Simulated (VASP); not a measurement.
Energy against volume of Ba (bcc). All values below come from r2SCAN meta-GGA, VASP's PBE PAW potentials (set 64) (plane waves; VASP 6.6.1). Run with 520 eV cut-off, 10×10×10 Γ-centred mesh, first-order Methfessel-Paxton smearing of 0.10 eV, potentials Ba_sv.

```
V (Å³/atom)  E (eV/atom)
-----------  -----------
63.614         -26.42999
65.582         -26.43122
67.549         -26.42948
69.517         -26.42511
```

Fit these four points and predict the energy of the run at 61.647 Å³/atom.

A cubic in V^(−2/3), the third-order Birch-Murnaghan form, passes through the four points with V0 = 65.37 Å³/atom and B0 = 8 GPa, and gives -26.4254 eV/atom there. The run gave -26.4253 eV/atom, +0.1 meV/atom from the fit; all five points give B0 = 8 GPa.

The compound is Ba in the bcc structure. It was relaxed first.
